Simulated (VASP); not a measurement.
A convergence study with VASP on Mg2Sn (antifluorite): one setting is varied, all else stays as given below, so the limit is that of these other settings.

```
CELL_PARAMETERS angstrom
      0.00000     3.38000     3.38000
      3.38000     0.00000     3.38000
      3.38000     3.38000     0.00000
ATOMIC_POSITIONS crystal
  Mg 0.25000 0.25000 0.25000
  Mg 0.75000 0.75000 0.75000
  Sn 0.00000 0.00000 0.00000
```

Level of theory: PBE GGA, VASP's PBE PAW potentials (set 64) (plane waves; VASP). The tightest run used: 550 eV cut-off, 10×10×10 Monkhorst-Pack mesh, Gaussian smearing of 0.050 eV, potentials Mg Sn_d.

### Question
The settings run are 1×1×1 mesh; 2×2×2 mesh; 3×3×3 mesh; 4×4×4 mesh; 5×5×5 mesh; 6×6×6 mesh; 7×7×7 mesh; 8×8×8 mesh; 9×9×9 mesh; 10×10×10 mesh. From which on does the energy per atom stay within 0.005 eV/atom of the tightest run?

### Answer
From 6×6×6 mesh on: it is off by 0.0002 there and by no more than 0.005 in any finer run, while 5×5×5 mesh is off by 0.0242.
```
setting        E (eV/atom)  pressure (GPa)  irreducible k-points  difference judged (eV/atom)
-------------  -----------  --------------  --------------------  ---------------------------
1×1×1 mesh          1.9730           11.47                     1                       4.4493
2×2×2 mesh         -2.4183            0.79                     2                       0.0580
3×3×3 mesh         -2.2791            0.81                     4                       0.1972
4×4×4 mesh         -2.4746            0.88                    10                       0.0017
5×5×5 mesh         -2.4521            0.94                    10                       0.0242
6×6×6 mesh         -2.4761            0.90                    28                       0.0002
7×7×7 mesh         -2.4723            0.91                    20                       0.0040
8×8×8 mesh         -2.4762            0.96                    60                       0.0001
9×9×9 mesh         -2.4756            0.93                    35                       0.0007
10×10×10 mesh      -2.4763            0.92                   110                       0.0000
```

Left out are rungs that failed or repeat a setting and relaxations that didn't move; long series are thinned to 24 rows.

The compound is Mg2Sn in the antifluorite structure. The cell was not relaxed at this level.
